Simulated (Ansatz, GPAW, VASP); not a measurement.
# One structure in several programs: Tl₂Pd (C2/c, 6 atoms in the cell)

Self-consistent single point.

```
Tl2Pd
1.0
    4.44427    -3.39927     0.00000
    4.44427     3.39927     0.00000
   -3.75125     0.00000     4.44635
Tl Pd
4 2
Cartesian
  5.29612   1.12917   0.74005
 -0.15883  -1.12917   3.70630
  1.71680   1.12917   1.48313
  3.42050  -1.12917   2.96323
  3.50646   3.39383   1.11159
  1.63083  -3.39383   3.33477
```

Shared settings, as Ansatz (a first-principles code) writes them: kpoints.mp_grid.grid = 3 3 4; scf.occupations.method = gaussian; scf.occupations.width = 0.01 Ry. Potentials and cutoffs stand in the table.

```tsv
code	model	pressure (GPa)	largest force (eV/Å)	cutoff
VASP	PBEsol, VASP's PBE PAW potentials (set 64)	-3.07	0.092	300 eV
GPAW	PBEsol, GPAW PAW datasets PBEsol (made by gpaw-setup)	-2.93	0.094	600 eV
Ansatz	PBEsol, PAW files made with PBE	-2.60	0.095	default
```

Size of the force on each atom (eV/Å): Sizes of forces hide their directions.

```
code      Tl1    Tl2    Tl3    Tl4    Pd5    Pd6
------  -----  -----  -----  -----  -----  -----
VASP    0.092  0.092  0.092  0.092  0.010  0.010
GPAW    0.094  0.094  0.094  0.094  0.011  0.011
Ansatz  0.095  0.095  0.095  0.095  0.010  0.010
```

On Ansatz's run: spin-orbit coupling is off. Spin polarisation is off.

The spread over the programs that give each value: pressure within 0.47 GPa; largest force within 0.003 eV/Å.

Ansatz's pressure is given at a fixed set of plane waves, as the other plane-wave codes print theirs.

The shared mesh is coarse (it stands for a supercell whose shortest vector is 17 Å), so the values are not converged in it.

VASP's run is marked for a possible Pulay error in its stress at this cutoff; no cutoff test was made.

The starting cell comes from a database of computed structures (which also holds hypothetical and non-ambient phases and stackings), without a prior relaxation at this level. Its lattice was rescaled by a random factor within 2.5 % of one.

Left out of this page: CP2K, Elk, FLEUR and SIESTA (not drawn, or without a comparable value).

Keys are those of Ansatz 0.2.
